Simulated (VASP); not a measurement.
# BeCr3 (Pm-3m) in VASP: further runs, part 3 of 3

VASP 6.6.1.

## 6. Relaxation of cell and atoms, vdW-DF-cx, collinear spin, ferromagnetic start

The input, INCAR:

```
PREC     = Accurate       # precision mode
ENCUT    = 600            # plane-wave cutoff, eV
EDIFF    = 1E-7           # SCF threshold, eV
ISMEAR   = -1             # smearing method
SIGMA    = 0.05           # smearing width, eV
LREAL    = False          # projectors in reciprocal space
LASPH    = True           # aspherical terms in the spheres
NELM     = 150            # most SCF steps
ALGO     = Normal         # electronic algorithm
ISIF     = 3              # what is computed and relaxed
LWAVE    = False          # write WAVECAR
LCHARG   = False          # write CHGCAR
ISPIN    = 2              # spin polarisation
MAGMOM   = 3 3 3 0        # initial moments
LORBIT   = 11             # projections on sites
LMAXMIX  = 4              # l up to which the mixer works
GGA      = CX             # functional
LUSE_VDW = True         
AGGAC    = 0.0          
IBRION   = 2              # ionic algorithm
NSW      = 60             # ionic steps
EDIFFG   = -0.005         # ionic threshold
```

The input, KPOINTS:

```
Automatic mesh
0
Gamma
  6 6 6
```

The input, POSCAR:

```
BeCr3
1.0
    3.5112140000      0.0000000000      0.0000000000
    0.0000000000      3.5112140000      0.0000000000
    0.0000000000      0.0000000000      3.5112140000
Cr Be
3 1
Direct
    0.5000000000      0.5000000000      0.0000000000
    0.5000000000      0.0000000000      0.5000000000
    0.0000000000      0.5000000000      0.5000000000
    0.0000000000      0.0000000000      0.0000000000
```

Potentials or basis: VASP PAW PBE potentials, release 64 (Cr_pv, Be).

Command:

```bash
> cat potpaw_PBE.64/Cr_pv/POTCAR potpaw_PBE.64/Be/POTCAR > POTCAR
> mpirun -np 1 vasp_std > vasp.out
```

OUTCAR:

```text
PREC = Accurate
   ENCUT = 600
   EDIFF = 1E-7
   ISMEAR = -1
   LREAL = False
   LASPH = True
   NELM = 150
   ISIF = 3
   ISPIN = 2
   LORBIT = 11
   GGA = CX
   IBRION = 2
   NSW = 60
   EDIFFG = -0.005

 ion  position               nearest neighbor table
   1  0.500  0.500  0.000-   2 2.48   3 2.48   4 2.48   2 2.48   3 2.48   2 2.48   4 2.48   2 2.48
                             3 2.48   4 2.48   3 2.48   4 2.48
   2  0.500  0.000  0.500-   1 2.48   3 2.48   4 2.48   1 2.48   4 2.48   1 2.48   3 2.48   1 2.48
                             3 2.48   4 2.48   4 2.48   3 2.48
   3  0.000  0.500  0.500-   1 2.48   2 2.48   4 2.48   1 2.48   4 2.48   2 2.48   4 2.48   4 2.48
                             1 2.48   2 2.48   1 2.48   2 2.48
   4  0.000  0.000  0.000-   1 2.48   2 2.48   3 2.48   2 2.48   3 2.48   1 2.48   3 2.48   3 2.48
                             1 2.48   2 2.48   2 2.48   1 2.48

  LATTYP: Found a simple cubic cell.
 ALAT       =     3.5112140000

  Lattice vectors:

 A1 = (   3.5112140000,   0.0000000000,   0.0000000000)
 A2 = (   0.0000000000,   3.5112140000,   0.0000000000)
 A3 = (   0.0000000000,   0.0000000000,   3.5112140000)

Analysis of symmetry for initial positions (statically):
=====================================================================
 Subroutine PRICEL returns:
 Original cell was already a primitive cell.

 Routine SETGRP: Setting up the symmetry group for a
 simple cubic supercell.

 Subroutine GETGRP returns: Found 48 space group operations
 (whereof 48 operations were pure point group operations)
 out of a pool of 48 trial point group operations.

[... 185 lines left out ...]
 cond. band min:       9.7470788000   @ k =   0.1667   0.0000   0.0000
 fundamental gap:      0.0307648158
 Fermi energy:         9.7411348410

 spin component 1

 k-point     1 :       0.0000    0.0000    0.0000
  band No.  band energies     occupation
      1     -33.4768      1.00000
      2     -33.4768      1.00000
      3     -33.4767      1.00000
      4     -33.0000      1.00000
      5     -33.0000      1.00000
      6     -33.0000      1.00000
[... 1315 lines left out ...]
 number of electron      38.0000019 magnetization       0.0000023

 number of electron      38.0000019 magnetization      -0.0000003

 Free energy of the ion-electron system (eV)
  ---------------------------------------------------
  ext. energy  EPLUGINS =         0.00000000
  ---------------------------------------------------
  free energy    TOTEN  =       -23.51894943 eV

  energy without entropy =      -23.49231870  energy(sigma->0) =      -23.50563407

 E-fermi :  10.1468     XC(G=0): -13.2568

 val. band max:       10.1146038704   @ k =   0.5000   0.1667   0.0000
 cond. band min:      10.1527671730   @ k =   0.1667   0.0000   0.0000
 fundamental gap:      0.0381633026
 Fermi energy:        10.1467585029

 spin component 1

 k-point     1 :       0.0000    0.0000    0.0000
  band No.  band energies     occupation
      1     -33.1019      1.00000
      2     -33.1019      1.00000
      3     -33.1019      1.00000
      4     -32.5743      1.00000
      5     -32.5743      1.00000
      6     -32.5743      1.00000
[... 1267 lines left out ...]
  energy  without entropy=      -23.4923187005  energy(sigma->0) =      -23.50563407

Total vdW correction in eV:      5.5450407

 reached required accuracy - stopping structural energy minimisation

 total charge

# of ion       s       p       d       tot
------------------------------------------
    1        0.423   6.391   4.310  11.123
    2        0.423   6.391   4.310  11.123
    3        0.423   6.391   4.310  11.123
    4        0.452   0.752   0.000   1.204
--------------------------------------------------
tot          1.721  19.924  12.929  34.574

 magnetization (x)

# of ion       s       p       d       tot
------------------------------------------
    1        0.000  -0.000   0.000   0.000
    2        0.000  -0.000   0.000   0.000
    3        0.000  -0.000   0.000   0.000
    4       -0.000  -0.000   0.000  -0.000
--------------------------------------------------
tot          0.000  -0.000   0.000   0.000
```

CONTCAR:

```text
BeCr3
   1.00000000000000
     3.4744880362974357   -0.0000000000000000    0.0000000000000000
     0.0000000000000000    3.4744880362974357    0.0000000000000000
    -0.0000000000000000   -0.0000000000000000    3.4744880362974357
  Cr              Be
     3     1
Direct
     0.5000000000000000    0.5000000000000000    0.0000000000000000
     0.5000000000000000    0.0000000000000000    0.5000000000000000
     0.0000000000000000    0.5000000000000000    0.5000000000000000
     0.0000000000000000    0.0000000000000000    0.0000000000000000

  0.00000000E+00  0.00000000E+00  0.00000000E+00
  0.00000000E+00  0.00000000E+00  0.00000000E+00
  0.00000000E+00  0.00000000E+00  0.00000000E+00
  0.00000000E+00  0.00000000E+00  0.00000000E+00
```

Run time: 4.3 min. Hardware: 1 thread of AMD EPYC 7R13 (Zen 3), shared host; peak memory 0.33 GiB.

What came out:

- Free energy: -23.5189 eV
- Relaxed volume: 10.49 Å³/atom
- Relaxed cell: a = 3.474 Å, b = 3.474 Å, c = 3.474 Å, α = 90.00°, β = 90.00°, γ = 90.00°
- Space group after relaxing (to 0.05 Å): Pm-3m (No. 221)
- Energy gained by relaxing: 7.4 meV/atom
- Ionic steps: 3
- Pressure after relaxing: -0.1 GPa
- Band gap on the k mesh: none (metal or under the smearing width)
- Net moment: 0.00 μB per cell
- Valence electrons inside the program's atomic spheres: Cr 11.12; Be 1.20

Step by step:
| step | energy change (eV) | largest force (eV/Å) | pressure (GPa) | volume (Å³) |
| --- | --- | --- | --- | --- |
| 1 | 0.0000 | 0.0000 | -6.81 | 43.29 |
| 2 | 0.0093 | 0.0000 | 8.78 | 40.47 |
| 3 | -0.0296 | 0.0000 | -0.05 | 41.94 |

Final structure:
```
Cr Be
1.0
     3.47449    0.00000    0.00000
     0.00000    3.47449    0.00000
     0.00000    0.00000    3.47449
Cr Be
3 1
Cartesian
  1.7372 1.7372 0.0000
  1.7372 0.0000 1.7372
  0.0000 1.7372 1.7372
  0.0000 0.0000 0.0000
```

Caveat: the starting moments collapsed, and a magnetic state may lie lower; the PAW data sets were made with another functional, which shifts forces and pressure a little.
